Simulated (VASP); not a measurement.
Energy against volume of Ir (fcc). Level of theory: TPSS meta-GGA, VASP's PBE PAW potentials (set 64) (plane waves; VASP). Settings: 520 eV cut-off, 16×16×16 Γ-centred mesh, first-order Methfessel-Paxton smearing of 0.10 eV, potentials Ir.

```json
[
 {"V (Å³/atom)": "13.897", "E (eV/atom)": "-9.58958"},
 {"V (Å³/atom)": "14.327", "E (eV/atom)": "-9.60660"},
 {"V (Å³/atom)": "14.757", "E (eV/atom)": "-9.59376"},
 {"V (Å³/atom)": "15.187", "E (eV/atom)": "-9.55604"}
]
```

Task: Fit these four points and predict the energy of the run at 13.468 Å³/atom.

Result: A cubic in V^(−2/3), the third-order Birch-Murnaghan form, passes through the four points with V0 = 14.34 Å³/atom and B0 = 367 GPa, and gives -9.5368 eV/atom there. The run gave -9.5367 eV/atom, +0.1 meV/atom from the fit; all five points give B0 = 368 GPa.

The compound is Ir in the fcc structure. It was relaxed first.
